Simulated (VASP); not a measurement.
Consider the following.

```
CELL_PARAMETERS angstrom
      0.00000     7.83395     7.83395
      7.83395     0.00000     7.83395
      7.83395     7.83395     0.00000
ATOMIC_POSITIONS crystal
  Mg 0.00000 0.00000 0.00000
  Mg 0.00000 0.00000 0.33333
  Mg 0.00000 0.00000 0.66667
  Mg 0.00000 0.33333 0.00000
  Mg 0.00000 0.33333 0.33333
  Mg 0.00000 0.33333 0.66667
  Mg 0.00000 0.66667 0.00000
  Mg 0.00000 0.66667 0.33333
  Mg 0.00000 0.66667 0.66667
  Mg 0.33333 0.00000 0.00000
  Mg 0.33333 0.00000 0.33333
  Mg 0.33333 0.00000 0.66667
  Mg 0.33333 0.33333 0.00000
  Mg 0.33333 0.33333 0.33333
  Mg 0.49901 0.49820 0.50063
  Mg 0.33107 0.33201 0.66417
  Mg 0.33333 0.66667 0.00000
  Mg 0.33222 0.66490 0.33168
  Mg 0.33167 0.67034 0.66310
  Mg 0.66667 0.00000 0.00000
  Mg 0.66667 0.00000 0.33333
  Mg 0.66667 0.00000 0.66667
  Mg 0.66667 0.33333 0.00000
  Mg 0.66885 0.33626 0.33612
  Mg 0.66504 0.33521 0.66766
  Mg 0.66667 0.66667 0.00000
  Mg 0.66655 0.67027 0.33543
  Mg 0.66667 0.66667 0.66667
  S  0.16667 0.16667 0.16667
  S  0.16667 0.16667 0.50000
  S  0.16667 0.16667 0.83333
  S  0.16667 0.50000 0.16667
  S  0.16667 0.50000 0.50000
  S  0.16667 0.50000 0.83333
  S  0.16667 0.83333 0.16667
  S  0.16667 0.83333 0.50000
  S  0.16667 0.83333 0.83333
  S  0.50000 0.16667 0.16667
  S  0.50000 0.16667 0.50000
  S  0.50000 0.16667 0.83333
  S  0.50000 0.50000 0.16667
  S  0.50000 0.50000 0.83333
  S  0.50000 0.83333 0.16667
  S  0.50000 0.83333 0.50000
  S  0.50000 0.83333 0.83333
  S  0.83333 0.16667 0.16667
  S  0.83333 0.16667 0.50000
  S  0.83333 0.16667 0.83333
  S  0.83333 0.50000 0.16667
  S  0.83333 0.50000 0.50000
  S  0.83333 0.50000 0.83333
  S  0.83333 0.83333 0.16667
  S  0.83333 0.83333 0.50000
  S  0.83333 0.83333 0.83333
```

Level of theory: PBE GGA, VASP's PBE PAW potentials (set 64) (plane waves; VASP). Run with PREC = Normal, LREAL = Auto, ISYM = 0, EDIFF = 1E-5, 400 eV cut-off, 1×1×1 Γ-centred mesh, Gaussian smearing of 0.050 eV, potentials Mg S.

The supercell is sampled at Γ alone, which is coarse: total energies, pressure and levels can be off, energies of defects by several tenths of an eV.

Q: The ions are relaxed. Predict the relaxed structure.

A: 
```
CELL_PARAMETERS angstrom
      0.00000     7.83395     7.83395
      7.83395     0.00000     7.83395
      7.83395     7.83395     0.00000
ATOMIC_POSITIONS crystal
  Mg 0.00007 0.99999 0.99994
  Mg 0.00158 0.00136 0.33628
  Mg 0.99809 0.99891 0.66371
  Mg 0.00189 0.33624 0.00146
  Mg 0.99588 0.33559 0.33540
  Mg 0.00029 0.33134 0.66859
  Mg 0.99785 0.66407 0.99856
  Mg 0.99965 0.66894 0.33140
  Mg 0.00381 0.66483 0.66457
  Mg 0.33713 0.00179 0.00158
  Mg 0.33477 0.99532 0.33550
  Mg 0.33154 0.00103 0.66841
  Mg 0.33418 0.33505 0.99642
  Mg 0.33051 0.32942 0.32866
  Mg 0.50052 0.49950 0.49990
  Mg 0.32158 0.32315 0.66019
  Mg 0.33133 0.66889 0.00064
  Mg 0.32182 0.66084 0.32254
  Mg 0.33507 0.67931 0.67959
  Mg 0.66267 0.99846 0.99835
  Mg 0.66832 0.99907 0.33155
  Mg 0.66482 0.00511 0.66447
  Mg 0.66840 0.33136 0.99931
  Mg 0.66473 0.32073 0.32000
  Mg 0.67822 0.33952 0.67758
  Mg 0.66545 0.66531 0.00356
  Mg 0.67827 0.67718 0.33979
  Mg 0.66906 0.67100 0.67140
  S  0.16664 0.16601 0.16630
  S  0.16256 0.16284 0.50009
  S  0.16484 0.16456 0.83537
  S  0.16224 0.50016 0.16299
  S  0.16021 0.49468 0.49385
  S  0.17531 0.50116 0.82389
  S  0.16476 0.83576 0.16429
  S  0.17550 0.82393 0.50098
  S  0.16227 0.83721 0.83705
  S  0.49999 0.16230 0.16265
  S  0.49746 0.16023 0.49317
  S  0.49980 0.17727 0.82312
  S  0.49752 0.49396 0.15946
  S  0.50229 0.50624 0.84045
  S  0.50000 0.82323 0.17666
  S  0.50238 0.83992 0.50672
  S  0.49987 0.83802 0.83721
  S  0.83750 0.16317 0.16279
  S  0.82419 0.17653 0.49890
  S  0.83510 0.16454 0.83570
  S  0.82424 0.49913 0.17617
  S  0.83978 0.50558 0.50628
  S  0.83745 0.49999 0.83713
  S  0.83493 0.83563 0.16466
  S  0.83712 0.83752 0.49990
  S  0.83296 0.83431 0.83370
```

Q: How much energy does the relaxation gain?

A: The energy (σ→0) changes by -20.3 meV/atom, in 37 ionic steps.

The cell is a supercell with a defect, built from a database entry that may be metastable or hypothetical: Mg_S. The run is not spin-polarised, so no state with unpaired spins was tried.
